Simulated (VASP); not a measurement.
Output of a VASP run:

File OSZICAR:
```
...
DAV:   2     0.915650374382E+00   -0.98467E+02   -0.96353E+02  1896   0.323E+02
DAV:   3    -0.334853229607E+01   -0.42642E+01   -0.42125E+01  2198   0.792E+01
DAV:   4    -0.344284397406E+01   -0.94312E-01   -0.94277E-01  2269   0.124E+01
DAV:   5    -0.344677007312E+01   -0.39261E-02   -0.39260E-02  2391   0.231E+00    0.663E-01
DAV:   6    -0.343386163412E+01    0.12908E-01   -0.17109E-02  2225   0.271E+00    0.322E-01
DAV:   7    -0.343012375105E+01    0.37379E-02   -0.76015E-03  2205   0.170E+00    0.892E-02
DAV:   8    -0.342990874363E+01    0.21501E-03   -0.42114E-04  2450   0.392E-01    0.980E-03
DAV:   9    -0.342990317644E+01    0.55672E-05   -0.89941E-06  2314   0.606E-02    0.557E-03
DAV:  10    -0.342990036108E+01    0.28154E-05   -0.78630E-07  1224   0.152E-02    0.284E-04
DAV:  11    -0.342990039823E+01   -0.37151E-07   -0.11633E-07  1071   0.711E-03
   1 F= -.56888609E-01 E0= -.56823546E-01  d E =-.568886E-01
       N       E                     dE             d eps       ncg     rms          rms(c)
DAV:   1    -0.146082710536E+02   -0.11178E+02   -0.26260E+02  2151   0.293E+02    0.196E+01
DAV:   2    -0.345513185191E+01    0.11153E+02   -0.23659E+01  2139   0.160E+02    0.577E+00
DAV:   3    -0.245857556934E+01    0.99656E+00   -0.36454E+00  2396   0.496E+01    0.737E-01
DAV:   4    -0.247505081979E+01   -0.16475E-01   -0.15696E-01  2652   0.558E+00    0.297E-01
DAV:   5    -0.248702454364E+01   -0.11974E-01   -0.24671E-02  2012   0.196E+00    0.122E-01
DAV:   6    -0.248691020876E+01    0.11433E-03   -0.34812E-03  2574   0.147E+00    0.212E-02
DAV:   7    -0.248693294783E+01   -0.22739E-04   -0.20956E-04  2060   0.205E-01    0.784E-03
DAV:   8    -0.248693295038E+01   -0.25589E-08   -0.94108E-06  2402   0.681E-02
   2 F= 0.12416763E+00 E0= 0.12396333E+00  d E =0.181056E+00
       N       E                     dE             d eps       ncg     rms          rms(c)
DAV:   1    -0.719542201231E+01   -0.47085E+01   -0.14219E+02  2175   0.339E+02    0.105E+01
DAV:   2    -0.380784463492E+01    0.33876E+01   -0.78861E+00  2180   0.608E+01    0.391E+00
DAV:   3    -0.321524481691E+01    0.59260E+00   -0.24933E+00  2558   0.339E+01    0.439E-01
DAV:   4    -0.321240815462E+01    0.28367E-02   -0.47144E-02  2463   0.323E+00    0.179E-01
DAV:   5    -0.321403474084E+01   -0.16266E-02   -0.19510E-02  2023   0.162E+00    0.110E-01
DAV:   6    -0.321188309636E+01    0.21516E-02   -0.34132E-03  2012   0.762E-01    0.216E-02
DAV:   7    -0.321184212261E+01    0.40974E-04   -0.20334E-04  2092   0.230E-01    0.390E-03
DAV:   8    -0.321183976883E+01    0.23538E-05   -0.47883E-06  2129   0.321E-02    0.174E-03
DAV:   9    -0.321183945400E+01    0.31483E-06   -0.23770E-07  1083   0.971E-03
   3 F= -.14140992E+00 E0= -.14107575E+00  d E =-.845213E-01
       N       E                     dE             d eps       ncg     rms          rms(c)
DAV:   1    -0.320523432675E+01    0.66054E-02   -0.31334E-02  2178   0.420E+00    0.172E-01
DAV:   2    -0.320429423883E+01    0.94009E-03   -0.17998E-03  2145   0.102E+00    0.608E-02
DAV:   3    -0.320416098380E+01    0.13326E-03   -0.51708E-04  2450   0.521E-01    0.463E-03
DAV:   4    -0.320416283088E+01   -0.18471E-05   -0.67086E-06  1949   0.304E-02    0.270E-03
DAV:   5    -0.320416556992E+01   -0.27390E-05   -0.28678E-06  1941   0.152E-02    0.134E-03
DAV:   6    -0.320416565097E+01   -0.81044E-07   -0.11063E-07   966   0.610E-03
   4 F= -.14149739E+00 E0= -.14117164E+00  d E =-.846088E-01
```

File OUTCAR:
```
------------------------ aborting loop because EDIFF is reached ----------------------------------------
  FORCE on cell =-STRESS in cart. coord.  units (eV):
  Direction    XX          YY          ZZ          XY          YZ          ZX
  --------------------------------------------------------------------------------------
  Total        3.0523469      3.0523469      3.0523469     -0.0000000      0.0000000      0.0000000
  in kB      199.3259863    199.3259863    199.3259863     -0.0000000      0.0000000      0.0000000
  external PRESSURE =      -0.6740137 kB  Pullay stress =     200.0000000 kB
  volume of cell :       24.53
      direct lattice vectors                 reciprocal lattice vectors
    -0.000000000  2.306305578  2.306305578    -0.216796943  0.216796943  0.216796943
     2.306305578 -0.000000000  2.306305578     0.216796943 -0.216796943  0.216796943
     2.306305578  2.306305578 -0.000000000     0.216796943  0.216796943 -0.216796943
 POSITION                                       TOTAL-FORCE (eV/Angst)
 -----------------------------------------------------------------------------------
      2.30631      4.61261      2.30631         0.000000     -0.000000      0.000000
 -----------------------------------------------------------------------------------
    total drift:                                0.000000      0.000000      0.000000
  FREE ENERGIE OF THE ION-ELECTRON SYSTEM (eV)
  ---------------------------------------------------
  free  energy   TOTEN  =        -3.2041656510 eV

  energy  without entropy=       -3.2031883862  energy(sigma->0) =       -3.20383990
  enthalpy is  TOTEN    =        -0.1414973941 eV   P V=        3.0626682569

 reached required accuracy - stopping structural energy minimisation
```
(Selected blocks of OUTCAR.)

File POSCAR:
```
Pb
1
    0.0000000000     2.3817133085     2.3817133085
    2.3817133085     0.0000000000     2.3817133085
    2.3817133085     2.3817133085     0.0000000000
Pb
1
Direct
  0.0000000000   0.0000000000   0.0000000000
```

Task: Write an INCAR and KPOINTS that could have produced this output.

Result: One answer among several that fit: the input of the run itself, PBE GGA, plane waves, VASP's PBE PAW potentials (set 64).

File KPOINTS:
```
Automatic mesh
0
Gamma
13 13 13
0 0 0
```

INCAR:
```
SYSTEM = Pb
PREC = Accurate; ENCUT = 500; LREAL = F
LASPH = T
EDIFF = 1E-6; NELM = 100; ALGO = Normal
LMAXMIX = 4
ISMEAR = 1; SIGMA = 0.1
GGA = PE
IBRION = 2; NSW = 40; ISIF = 3
EDIFFG = -0.02; PSTRESS = 200
LWAVE = F; LCHARG = F
```

POTCAR, in this order: Pb_d (PBE.64 set). Program: vasp_std.

Energy and stress use the plane-wave basis of the starting cell.

The compound is Pb in the fcc structure. This run relaxes it under an external pressure of 20 GPa. Symmetry was kept, so distortions that lower it aren't found.
